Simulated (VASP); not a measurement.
A convergence study with VASP on CaO (rock salt): one setting is varied, all else stays as given below, so the limit is that of these other settings.

```
CELL_PARAMETERS angstrom
      0.00000     2.40500     2.40500
      2.40500     0.00000     2.40500
      2.40500     2.40500     0.00000
ATOMIC_POSITIONS crystal
  Ca 0.00000 0.00000 0.00000
  O  0.50000 0.50000 0.50000
```

Calculation: PBEsol GGA, VASP's PBE PAW potentials (set 64) (plane waves; VASP). The tightest run used: 700 eV cut-off, 19×19×19 Γ-centred mesh, Gaussian smearing of 0.050 eV, potentials Ca_sv O.

The settings run are 1×1×1 mesh; 2×2×2 mesh; 3×3×3 mesh; 4×4×4 mesh; 5×5×5 mesh; 6×6×6 mesh; 7×7×7 mesh; 8×8×8 mesh; 9×9×9 mesh; 10×10×10 mesh; 11×11×11 mesh; 12×12×12 mesh; 13×13×13 mesh; 14×14×14 mesh; 15×15×15 mesh; 16×16×16 mesh; 17×17×17 mesh; 18×18×18 mesh; 19×19×19 mesh. From which on does the energy per atom stay within 0.001 eV/atom of the tightest run?

From 5×5×5 mesh on: it is off by 0.0004 there and by no more than 0.001 in any finer run, while 4×4×4 mesh is off by 0.0023.
| setting | E (eV/atom) | pressure (GPa) | irreducible k-points | difference judged (eV/atom) |
|---|---|---|---|---|
| 1×1×1 mesh | -2.1758 | 49.71 | 1 | 4.5300 |
| 2×2×2 mesh | -6.5394 | -0.79 | 3 | 0.1664 |
| 3×3×3 mesh | -6.6895 | -2.19 | 4 | 0.0163 |
| 4×4×4 mesh | -6.7036 | -2.39 | 8 | 0.0023 |
| 5×5×5 mesh | -6.7055 | -2.43 | 10 | 0.0004 |
| 6×6×6 mesh | -6.7058 | -2.44 | 16 | 0.0001 |
| 7×7×7 mesh | -6.7058 | -2.44 | 20 | 0.0000 |
| 8×8×8 mesh | -6.7058 | -2.44 | 29 | 0.0000 |
| 9×9×9 mesh | -6.7058 | -2.44 | 35 | 0.0000 |
| 10×10×10 mesh | -6.7059 | -2.44 | 47 | 0.0000 |
| 11×11×11 mesh | -6.7059 | -2.44 | 56 | 0.0000 |
| 12×12×12 mesh | -6.7059 | -2.44 | 72 | 0.0000 |
| 13×13×13 mesh | -6.7059 | -2.44 | 84 | 0.0000 |
| 14×14×14 mesh | -6.7059 | -2.44 | 104 | 0.0000 |
| 15×15×15 mesh | -6.7059 | -2.44 | 120 | 0.0000 |
| 16×16×16 mesh | -6.7059 | -2.44 | 145 | 0.0000 |
| 17×17×17 mesh | -6.7059 | -2.44 | 165 | 0.0000 |
| 18×18×18 mesh | -6.7059 | -2.44 | 195 | 0.0000 |
| 19×19×19 mesh | -6.7059 | -2.44 | 220 | 0.0000 |

Left out are rungs that failed or repeat a setting and relaxations that didn't move; long series are thinned to 24 rows.

The compound is CaO in the rock salt structure. The cell was not relaxed at this level.
